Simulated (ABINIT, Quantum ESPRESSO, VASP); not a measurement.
Code comparison for SnSe2 (P-3m1, 3 atoms in the cell)

Self-consistent single point.

```
CELL_PARAMETERS angstrom
      1.90500    -3.29956     0.00000
      1.90500     3.29956     0.00000
      0.00000     0.00000     6.14000
ATOMIC_POSITIONS crystal
  Sn 0.00000 0.00000 0.00000
  Se 0.33333 0.66667 0.25000
  Se 0.66667 0.33333 0.75000
```

Shared settings, as Quantum ESPRESSO writes them: occupations = smearing; smearing = fd; degauss = 0.0036749 Ry; K_POINTS = automatic 7 7 4 0 0 0. Potentials and cutoffs stand in the table.

| code | model | pressure (GPa) | largest force (eV/Å) | gap on the mesh (eV) | cutoff |
|---|---|---|---|---|---|
| Quantum ESPRESSO | LDA (PZ), GBRV 1.5 ultrasoft (LDA) pseudopotentials | 0.57 | 0.428 | 0.666 | 40 Ry |
| VASP | LDA (PZ), VASP's LDA PAW potentials (set 64) | 0.59 | 0.437 | 0.686 | 300 eV |
| ABINIT | LDA (PW92), norm-conserving pseudopotentials (PseudoDojo nc-sr-04 LDA standard) | 0.67 | 0.425 | 0.657 | 86 Ry |

Gaps are read on the mesh.

The spread over the programs that give each value: pressure within 0.10 GPa; largest force within 0.012 eV/Å; gap on the mesh within 0.029 eV.

The same LDA comes in different parametrisations, which differ slightly.

VASP's run is marked for a possible Pulay error in its stress at this cutoff; no cutoff test was made.

The starting cell has typed, rounded lattice constants, without a prior relaxation at this level.

Left out of this page: Ansatz, GPAW, CP2K, Elk and SIESTA (not drawn, or without a comparable value).
